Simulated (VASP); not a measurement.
A cell of BN (wurtzite) near equilibrium:

```yaml
crystal:
  lattice:
    - [1.27317, -2.20520, 0.00000]
    - [1.27317, 2.20520, 0.00000]
    - [0.00000, 0.00000, 4.21165]
  atoms:
    - { symbol: B, position: [0.66667, 0.33333, 0.50022] }
    - { symbol: B, position: [0.33333, 0.66667, 0.00022] }
    - { symbol: N, position: [0.66667, 0.33333, 0.87478] }
    - { symbol: N, position: [0.33333, 0.66667, 0.37478] }
```

These are r2SCAN meta-GGA, VASP's PBE PAW potentials (set 64) (plane waves; VASP) values and carry that method's errors.

| run | ΔE (meV/atom) | σxx | σyy | σzz | largest shear component, with its sign (GPa) |
|---|---|---|---|---|---|
| as it is | 0.0 | 0.16 | 0.16 | 0.16 | 0.00 |
| after one change | 4.5 | 15.64 | 2.05 | 1.01 | 0.00 |
Stress is in GPa, positive when the cell is compressed.

Which change was made?
A) uniaxial strain of -1.5 % along x
B) uniaxial strain of +3.0 % along z with the ions relaxed
C) uniaxial strain of +4.0 % along y
D) shear strain γ_xz = +1.5 %

A, uniaxial strain of -1.5 % along x

The compound is BN in the wurtzite structure, a metastable high-pressure form.
